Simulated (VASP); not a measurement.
A convergence study with VASP on Sc (space group no. 194 when undisturbed): a few settings are varied, all else stays as given below, so the limit is that of these other settings. One atom is moved off its site, so that forces are finite.

```
CELL_PARAMETERS angstrom
      1.65996    -2.87514     0.00000
      1.65996     2.87514     0.00000
      0.00000     0.00000     5.28581
ATOMIC_POSITIONS crystal
  Sc 0.33333 0.66667 0.25946
  Sc 0.66667 0.33333 0.75000
```

Calculation: PBE GGA, VASP's PBE PAW potentials (set 64) (plane waves; VASP). The last row used: 300 eV cut-off, 11×11×6 Γ-centred mesh, Fermi-Dirac smearing of 0.10 eV, potentials Sc_sv.

```json
[
 {"setting": "EDIFF = 1E-01", "E (eV/atom)": "-6.2442", "pressure (GPa)": "-2.14", "largest force (eV/Å)": "0.093", "irreducible k-points": "84"},
 {"setting": "EDIFF = 1E-02", "E (eV/atom)": "-6.2437", "pressure (GPa)": "-2.29", "largest force (eV/Å)": "0.158", "irreducible k-points": "84"},
 {"setting": "EDIFF = 1E-03", "E (eV/atom)": "-6.2438", "pressure (GPa)": "-1.56", "largest force (eV/Å)": "0.167", "irreducible k-points": "84"},
 {"setting": "EDIFF = 1E-04", "E (eV/atom)": "-6.2438", "pressure (GPa)": "-1.55", "largest force (eV/Å)": "0.167", "irreducible k-points": "84"},
 {"setting": "EDIFF = 1E-05", "E (eV/atom)": "-6.2438", "pressure (GPa)": "-1.36", "largest force (eV/Å)": "0.172", "irreducible k-points": "84"},
 {"setting": "EDIFF = 1E-06", "E (eV/atom)": "-6.2438", "pressure (GPa)": "-1.39", "largest force (eV/Å)": "0.172", "irreducible k-points": "84"},
 {"setting": "EDIFF = 1E-07", "E (eV/atom)": "-6.2438", "pressure (GPa)": "-1.38", "largest force (eV/Å)": "0.172", "irreducible k-points": "84"},
 {"setting": "EDIFF = 1E-08", "E (eV/atom)": "-6.2438", "pressure (GPa)": "-1.38", "largest force (eV/Å)": "0.172", "irreducible k-points": "84"},
 {"setting": "EDIFF = 1E-10", "E (eV/atom)": "-6.2438", "pressure (GPa)": "-1.38", "largest force (eV/Å)": "0.172", "irreducible k-points": "84"}
]
```

Left out are rungs that failed or repeat a setting and relaxations that didn't move; long series are thinned to 24 rows.

The structure is a typed Sc crystal (space group no. 194). The cell was not relaxed at this level, it is distorted from the ideal structure.
